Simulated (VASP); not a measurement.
These are PBEsol GGA, VASP's PBE PAW potentials (set 64) (plane waves; VASP 6.6.1) values and carry that method's errors.

Input for VASP

**KPOINTS**
```
Automatic
0
Gamma
  10 10 10
```

File POSCAR:
```
PtAl2
4.1790010
  0.0000000000   0.7071067942   0.7071067942
  0.7071067942   0.0000000000   0.7071067942
  0.7071067942   0.7071067942   0.0000000000
Al Pt
2 1
direct
  0.2517030000   0.2493880000   0.2579850000
  0.7469290000   0.7558010000   0.7451130000
  0.0013690000  -0.0051880000  -0.0030980000
```

**INCAR**
```
SYSTEM = PtAl2
PREC = Accurate
ENCUT = 300
EDIFF = 1E-6
NELM = 100
ALGO = Normal
LREAL = .FALSE.
LASPH = .TRUE.
ISMEAR = 0
SIGMA = 0.136
GGA = PS
LMAXMIX = 6
LWAVE = .FALSE.
LCHARG = .FALSE.
ISIF = 2
```

POTCAR, in this order: Al Pt (PBE.64 set). Program: vasp_std.

**Question.** What will the output report for the number of irreducible k-points (NKPTS), largest plane-wave count, number of space-group operations, FFT grid (NGX, NGY, NGZ)?

**Answer.** 
| Property | Result |
|---|---|
| number of irreducible k-points (NKPTS) | 504 |
| largest plane-wave count | 620 |
| number of space-group operations | 1 |
| FFT grid (NGX, NGY, NGZ) | 24 × 24 × 24 |

The structure is a typed PtAl2 crystal (Fm-3m). The cell was not relaxed at this level, atoms are displaced from their ideal sites.
